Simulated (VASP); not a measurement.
A convergence study with VASP on Re (space group P6_3/mmc): one setting is varied, all else stays as given below, so the limit is that of these other settings.

```xyz
2
Lattice="1.3731 -2.3783 0.0000 1.3731 2.3783 0.0000 0.0000 0.0000 4.4377" Properties=species:S:1:pos:R:3 pbc="T T T"
Re     1.3731     0.7928     1.1094
Re     1.3731    -0.7928     3.3283
```

These are PBE GGA, VASP's PBE PAW potentials (set 64) (plane waves; VASP) values and carry that method's errors. The tightest run used: 450 eV cut-off, 14×14×8 Γ-centred mesh, Gaussian smearing of 0.10 eV, potentials Re.

| setting | highest Γ mode (cm⁻¹) | plane waves |
|---|---|---|
| ENCUT = 150 | 123.9 | 135 |
| ENCUT = 180 | 89.3 | 168 |
| ENCUT = 210 | 119.4 | 214 |

Q: These are the cheaper rows. Estimate the results at ENCUT = 450, and how far the last row shown lies from them.

A: 
```csv
quantity,tightest run,last row shown is off by
highest Γ mode (cm⁻¹),121.3,-1.8
```

Left out are rungs that failed or repeat a setting and relaxations that didn't move; long series are thinned to 24 rows.

The structure is a typed Re crystal (space group no. 194). The cell was not relaxed at this level.
